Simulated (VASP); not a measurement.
## LaSc: changing the strain (εxx = s)

```
La Sc
1.0
     3.94804    0.00000    0.00000
     0.00000    3.94804    0.00000
     0.00000    0.00000    3.94804
La Sc
1 1
Direct
  0.00000 0.00000 0.00000
  0.50000 0.50000 0.50000
```

The cell comes from a database or a generator and needn't be the stable form of this composition.

Kept alike: task relaxation of the atoms; functional PBE; k mesh 7 × 7 × 7; occupations fermi-dirac, width 0.05 eV; no spin polarisation. Program: VASP, PBE PAW files La, Sc_sv, 520 eV. The mesh is that of the run's cell of 2 atoms. No spin-orbit coupling.

```csv
s,free energy over the lowest row (meV/atom)
-0.04,6.85
-0.02,1.75
-0.01,0.48
0,0.00
0.01,0.22
0.02,1.05
0.04,4.39
```

The cell shown is the unstrained one; x, y and z are its Cartesian axes. For a metal such a mesh leaves the last digits unconverged.

Task: What does the strain (εxx = s) change here?

Result: The free energy is lowest at 0, and 6.85 meV an atom higher at -0.04.
